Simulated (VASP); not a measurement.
Level of theory: PBE GGA with D3 dispersion (zero damping), VASP's PBE PAW potentials (set 64) (plane waves; VASP 6.6.1).

Input for VASP

### KPOINTS
```
Regular mesh
0
G
  7 7 2
```

POSCAR:
```
MoTe2
1
    1.7415226759    -3.0164053406     0.0000000000
    1.7415226759     3.0164053406     0.0000000000
    0.0000000000     0.0000000000    13.8829219625
Te Mo
4 2
Direct
  0.3333330000   0.6666670000   0.8792603922
  0.6666670000   0.3333330000   0.3792603922
  0.6666670000   0.3333330000   0.1207396078
  0.3333330000   0.6666670000   0.6207396078
  0.3333330000   0.6666670000   0.2500000000
  0.6666670000   0.3333330000   0.7500000000
```

### INCAR
```
# general
SYSTEM =MoTe2
PREC   =Accurate
ENCUT  =520
LREAL  =.FALSE.
LASPH  =.TRUE.

# electronic loop
EDIFF  =1E-7
NELM   =100
ALGO   =Normal
LMAXMIX=4

# smearing
ISMEAR =0
SIGMA  =0.05

# functional
GGA    =PE
IVDW   =11

# ions
IBRION =2
NSW    =30
ISIF   =4
EDIFFG =-0.01

# output
LWAVE  =.FALSE.
LCHARG =.FALSE.
```

POTCAR, in this order: Te Mo_sv (PBE.64 set). Program: vasp_std.

The resulting files:

OSZICAR:
```
       N       E                     dE             d eps       ncg     rms          rms(c)
DAV:   1     0.415580600536E+03    0.41558E+03   -0.27222E+04  1136   0.151E+03
DAV:   2    -0.129995350445E+02   -0.42858E+03   -0.41856E+03  1210   0.353E+02
DAV:   3    -0.364760670987E+02   -0.23477E+02   -0.23166E+02  1243   0.708E+01
DAV:   4    -0.370836563806E+02   -0.60759E+00   -0.60570E+00  1246   0.111E+01
DAV:   5    -0.371001828446E+02   -0.16526E-01   -0.16521E-01  1315   0.187E+00    0.230E+01
DAV:   6    -0.363055237228E+02    0.79466E+00   -0.74354E+00  1180   0.139E+01    0.922E+00
DAV:   7    -0.362778531279E+02    0.27671E-01   -0.73533E+00  1128   0.109E+01    0.633E+00
DAV:   8    -0.358889072591E+02    0.38895E+00   -0.16689E+00  1173   0.594E+00    0.324E+00
DAV:   9    -0.358932112074E+02   -0.43039E-02   -0.26281E-01  1287   0.224E+00    0.134E+00
DAV:  10    -0.358871856522E+02    0.60256E-02   -0.43840E-02  1243   0.106E+00    0.350E-01
DAV:  11    -0.358875362314E+02   -0.35058E-03   -0.24522E-03  1302   0.253E-01    0.290E-01
DAV:  12    -0.358874567613E+02    0.79470E-04   -0.41505E-04  1169   0.913E-02    0.154E-01
DAV:  13    -0.358874299320E+02    0.26829E-04   -0.71441E-05  1211   0.457E-02    0.106E-01
DAV:  14    -0.358874263159E+02    0.36161E-05   -0.22189E-05  1290   0.192E-02    0.576E-02
DAV:  15    -0.358874248423E+02    0.14736E-05   -0.23572E-06  1167   0.783E-03    0.312E-02
DAV:  16    -0.358874234105E+02    0.14318E-05   -0.37308E-06  1257   0.826E-03    0.164E-02
DAV:  17    -0.358874231492E+02    0.26133E-06   -0.51166E-07   983   0.318E-03    0.220E-03
DAV:  18    -0.358874231139E+02    0.35257E-07   -0.68754E-08   685   0.119E-03
   1 F= -.37938932E+02 E0= -.37938932E+02  d E =-.379389E+02
       N       E                     dE             d eps       ncg     rms          rms(c)
DAV:   1    -0.359202834329E+02   -0.32860E-01   -0.10945E+00  1035   0.601E+00    0.892E-01
DAV:   2    -0.359143977130E+02    0.58857E-02   -0.67818E-02  1186   0.114E+00    0.513E-01
DAV:   3    -0.359129871512E+02    0.14106E-02   -0.25257E-02  1192   0.746E-01    0.489E-01
DAV:   4    -0.359115200707E+02    0.14671E-02   -0.48929E-03  1236   0.309E-01    0.204E-01
DAV:   5    -0.359113804476E+02    0.13962E-03   -0.17331E-03  1308   0.174E-01    0.880E-02
DAV:   6    -0.359113642132E+02    0.16234E-04   -0.17153E-04  1171   0.621E-02    0.985E-02
DAV:   7    -0.359113623393E+02    0.18739E-05   -0.20203E-05  1243   0.201E-02    0.479E-02
DAV:   8    -0.359113601348E+02    0.22045E-05   -0.32314E-06  1270   0.951E-03    0.238E-02
DAV:   9    -0.359113596804E+02    0.45442E-06   -0.62967E-07  1056   0.330E-03    0.155E-02
DAV:  10    -0.359113595343E+02    0.14614E-06   -0.60870E-08   622   0.122E-03    0.105E-02
DAV:  11    -0.359113593143E+02    0.22001E-06   -0.48166E-07   929   0.242E-03    0.275E-03
DAV:  12    -0.359113592927E+02    0.21519E-07   -0.37185E-08   566   0.832E-04
   2 F= -.37959232E+02 E0= -.37959232E+02  d E =-.202999E-01
       N       E                     dE             d eps       ncg     rms          rms(c)
DAV:   1    -0.359114134728E+02   -0.54159E-04   -0.21408E-04  1049   0.837E-02    0.122E-02
DAV:   2    -0.359114119329E+02    0.15399E-05   -0.12093E-05  1185   0.155E-02    0.665E-03
DAV:   3    -0.359114113188E+02    0.61407E-06   -0.41911E-06  1199   0.985E-03    0.643E-03
DAV:   4    -0.359114109499E+02    0.36889E-06   -0.86209E-07  1120   0.406E-03    0.267E-03
DAV:   5    -0.359114108503E+02    0.99641E-07   -0.25494E-07   775   0.224E-03
   3 F= -.37959235E+02 E0= -.37959235E+02  d E =-.203032E-01
       N       E                     dE             d eps       ncg     rms          rms(c)
DAV:   1    -0.359310473438E+02   -0.19636E-01   -0.76549E-01   992   0.551E+00    0.106E+00
DAV:   2    -0.359213718382E+02    0.96755E-02   -0.57934E-02  1161   0.114E+00    0.554E-01
DAV:   3    -0.359191450377E+02    0.22268E-02   -0.79245E-03  1181   0.452E-01    0.182E-01
DAV:   4    -0.359183717951E+02    0.77324E-03   -0.44024E-03  1200   0.300E-01    0.229E-01
DAV:   5    -0.359182252296E+02    0.14657E-03   -0.97659E-04  1234   0.129E-01    0.230E-02
DAV:   6    -0.359182246377E+02    0.59199E-06   -0.79868E-05  1250   0.416E-02    0.226E-02
DAV:   7    -0.359182238335E+02    0.80411E-06   -0.44017E-06  1154   0.102E-02    0.529E-03
DAV:   8    -0.359182238031E+02    0.30440E-07   -0.20678E-06  1259   0.730E-03    0.231E-03
DAV:   9    -0.359182237326E+02    0.70497E-07   -0.65869E-08   693   0.144E-03
   4 F= -.37964803E+02 E0= -.37964803E+02  d E =-.556778E-02
       N       E                     dE             d eps       ncg     rms          rms(c)
DAV:   1    -0.359705674510E+02   -0.52344E-01   -0.28313E+00   992   0.106E+01    0.199E+00
DAV:   2    -0.359349225610E+02    0.35645E-01   -0.21040E-01  1154   0.218E+00    0.105E+00
DAV:   3    -0.359268779701E+02    0.80446E-02   -0.28154E-02  1196   0.856E-01    0.346E-01
DAV:   4    -0.359240726589E+02    0.28053E-02   -0.15775E-02  1207   0.573E-01    0.428E-01
DAV:   5    -0.359235654870E+02    0.50717E-03   -0.34412E-03  1248   0.242E-01    0.426E-02
DAV:   6    -0.359235652830E+02    0.20396E-06   -0.27715E-04  1250   0.776E-02    0.427E-02
DAV:   7    -0.359235641515E+02    0.11315E-05   -0.12826E-05  1112   0.174E-02    0.965E-03
DAV:   8    -0.359235634511E+02    0.70043E-06   -0.85470E-06  1238   0.150E-02    0.449E-03
DAV:   9    -0.359235632963E+02    0.15482E-06   -0.26703E-07   891   0.280E-03    0.309E-03
DAV:  10    -0.359235631306E+02    0.16566E-06   -0.25844E-07   835   0.209E-03    0.929E-04
DAV:  11    -0.359235630629E+02    0.67752E-07   -0.32272E-08   566   0.813E-04
   5 F= -.37968294E+02 E0= -.37968294E+02  d E =-.905933E-02
       N       E                     dE             d eps       ncg     rms          rms(c)
DAV:   1    -0.359243258873E+02   -0.76276E-03   -0.53029E-02   992   0.146E+00    0.281E-01
DAV:   2    -0.359236593915E+02    0.66650E-03   -0.40029E-03  1169   0.302E-01    0.150E-01
DAV:   3    -0.359235032708E+02    0.15612E-03   -0.56642E-04  1166   0.120E-01    0.486E-02
DAV:   4    -0.359234506928E+02    0.52578E-04   -0.29796E-04  1183   0.791E-02    0.613E-02
DAV:   5    -0.359234417985E+02    0.88943E-05   -0.61584E-05  1241   0.330E-02    0.626E-03
DAV:   6    -0.359234424049E+02   -0.60638E-06   -0.42033E-06  1170   0.962E-03    0.589E-03
DAV:   7    -0.359234425666E+02   -0.16177E-06   -0.20762E-07   880   0.206E-03    0.235E-03
DAV:   8    -0.359234425783E+02   -0.11689E-07   -0.22684E-07   736   0.263E-03
   6 F= -.37968383E+02 E0= -.37968383E+02  d E =-.914840E-02
```

OUTCAR:
```
------------------------ aborting loop because EDIFF is reached ----------------------------------------
 Edisp (eV)   -2.04494
  FORCE on cell =-STRESS in cart. coord.  units (eV):
  Direction    XX          YY          ZZ          XY          YZ          ZX
  --------------------------------------------------------------------------------------
  Total       0.97287     0.97287     1.00338     0.00000    -0.00000     0.00000
  in kB      10.68647    10.68647    11.02165     0.00000    -0.00000     0.00000
  external pressure =       10.80 kB  Pullay stress =        0.00 kB
  volume of cell :      145.86
      direct lattice vectors                 reciprocal lattice vectors
     1.749546970 -3.030303762 -0.000000000     0.285788269 -0.164999960 -0.000000000
     1.749546970  3.030303762 -0.000000000     0.285788269  0.164999960  0.000000000
    -0.000000000 -0.000000000 13.755866286     0.000000000 -0.000000000  0.072696258
 POSITION                                       TOTAL-FORCE (eV/Angst)
 -----------------------------------------------------------------------------------
      1.74955      1.01010     12.13261        -0.000000     -0.000000      0.006353
      1.74955     -1.01010      5.25468         0.000000      0.000000      0.006353
      1.74955     -1.01010      1.62325         0.000000      0.000000     -0.006353
      1.74955      1.01010      8.50118         0.000000     -0.000000     -0.006353
      1.74955      1.01010      3.43897        -0.000000      0.000000     -0.000000
      1.74955     -1.01010     10.31690         0.000000     -0.000000     -0.000000
 -----------------------------------------------------------------------------------
    total drift:                               -0.000247      0.001609     -0.000026
  FREE ENERGIE OF THE ION-ELECTRON SYSTEM (eV)
  ---------------------------------------------------
  free  energy   TOTEN  =       -37.9683834696 eV

  energy  without entropy=      -37.9683834696  energy(sigma->0) =      -37.96838347

 reached required accuracy - stopping structural energy minimisation
```
(Selected blocks of OUTCAR.)

### CONTCAR
```
MoTe2
   1.00000000000000
     1.7495469702615818   -3.0303037623190581   -0.0000000000000000
     1.7495469702615818    3.0303037623190581   -0.0000000000000000
    -0.0000000000000000   -0.0000000000000000   13.7558662856961078
  Te              Mo
     4     2
Direct
     0.3333330000000032    0.6666669999999968    0.8819957024338039
     0.6666669999999968    0.3333330000000032    0.3819957024338039
     0.6666669999999968    0.3333330000000032    0.1180042975661961
     0.3333330000000032    0.6666669999999968    0.6180042975661961
     0.3333330000000032    0.6666669999999968    0.2500000000000000
     0.6666669999999968    0.3333330000000032    0.7500000000000000
```

The compound is MoTe2 in the 2H layered structure. This cell is one point of a volume scan, at 0.97 of the reference volume. Symmetry was kept, so distortions that lower it aren't found.
